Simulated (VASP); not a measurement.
Given:

```
Eu3Na
1.0
   -2.66191     2.66191     5.74106
    2.66191    -2.66191     5.74106
    2.66191     2.66191    -5.74106
Na Eu
1 3
Direct
  0.00000   0.00000   0.00000
  0.75000   0.25000   0.50000
  0.25000   0.75000   0.50000
  0.50000   0.50000   0.00000
```

Calculation: PBEsol GGA, VASP's PBE PAW potentials (set 64) (plane waves; VASP). Settings: 400 eV cut-off, 7×7×7 Γ-centred mesh, first-order Methfessel-Paxton smearing of 0.10 eV, potentials Na_pv Eu_2.

The 4f electrons are frozen in the core of the lanthanide potential, so 4f levels, which can set the real gap, and their magnetism are missing.

Question: Predict the energy per atom (σ→0), band gap (on the k-mesh) with the smallest direct gap where there is one.

Answer: 
- band gap (on the k-mesh) = none (metal, semimetal or under 0.01 eV)
- energy per atom (σ→0) = -1.874 eV/atom

Total energies compare only between runs with the same potentials, cut-off and functional.

The structure comes from a computed database's NaEu3 entry (I4/mmm); how it stands against other phases isn't given here. It was relaxed first, which changed the volume by -8 %. The start is the result of an earlier pass. The electron count is odd and the run is not spin-polarised, which forces a metal.
